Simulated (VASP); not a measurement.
Data:

```yaml
crystal:
  lattice:
    - [0.00000, 2.99744, 2.99744]
    - [2.99744, 0.00000, 2.99744]
    - [2.99744, 2.99744, 0.00000]
  atoms:
    - { symbol: Pd, position: [0.00000, 0.00000, 0.00000] }
    - { symbol: Ge, position: [0.25000, 0.25000, 0.25000] }
    - { symbol: Ge, position: [0.75000, 0.75000, 0.75000] }
```

Level of theory: r2SCAN meta-GGA, VASP's PBE PAW potentials (set 64) (plane waves; VASP). Run with 400 eV cut-off, 10×10×10 Γ-centred mesh, tetrahedra with Blöchl corrections, potentials Pd Ge_d.

Estimate the energy per atom (σ→0), band gap (over mesh and band path) with the smallest direct gap where there is one.

| Property | Value |
|---|---|
| band gap (over mesh and band path) | none (metal, semimetal or under 0.01 eV) |
| energy per atom (σ→0) | -17.033 eV/atom |

Only differences to runs with the same potentials and settings are physical.

The structure was generated: Ge2Pd was put into the fluorite type (Fm-3m), which need not be its known phase. It was relaxed first, which changed the volume by -5 %.
